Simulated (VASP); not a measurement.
Data:

```yaml
crystal:
  lattice:
    - [1.25644, -2.17621, 0.00000]
    - [1.25644, 2.17621, 0.00000]
    - [0.00000, 0.00000, 7.64833]
  atoms:
    - { symbol: B, position: [0.33333, 0.66667, 0.25000] }
    - { symbol: B, position: [0.66667, 0.33333, 0.75000] }
    - { symbol: N, position: [0.66667, 0.33333, 0.25000] }
    - { symbol: N, position: [0.33333, 0.66667, 0.75000] }
```

Level of theory: PBE GGA, VASP's PBE PAW potentials (set 64) (plane waves; VASP). Run with 520 eV cut-off, Gaussian smearing of 0.050 eV, potentials B N.

Without a dispersion term in the relaxation, distances and binding between the weakly bound layers, chains or molecules are unreliable, and so is what depends on them.

Q: Give the energies of bands 3 to 11 at the high-symmetry points, in eV from the valence-band maximum.

A: 
| band | Γ | M | K | A | L | H |
|---|---|---|---|---|---|---|
| 3 | -5.68 | -8.85 | -7.87 | -5.21 | -8.85 | -7.85 |
| 4 | -4.66 | -8.83 | -7.82 | -5.21 | -8.85 | -7.85 |
| 5 | -1.35 | -4.12 | -7.15 | -1.35 | -4.12 | -7.15 |
| 6 | -1.35 | -4.11 | -7.15 | -1.35 | -4.12 | -7.15 |
| 7 | -1.34 | -1.12 | -0.02 | -1.35 | -0.90 | 0.00 |
| 8 | -1.34 | -0.69 | -0.02 | -1.35 | -0.90 | 0.00 |
| 9 | 4.62 | 4.46 | 4.69 | 6.26 | 4.75 | 4.64 |
| 10 | 8.66 | 5.16 | 4.69 | 6.26 | 4.75 | 4.64 |
| 11 | 11.00 | 9.39 | 11.20 | 11.51 | 9.72 | 12.08 |

The gap is indirect, 4.47 eV, from the valence maximum at M-K at 0.89 to the conduction minimum at M.

The compound is BN in the hex structure. It was relaxed first, which changed the volume by +16 %.
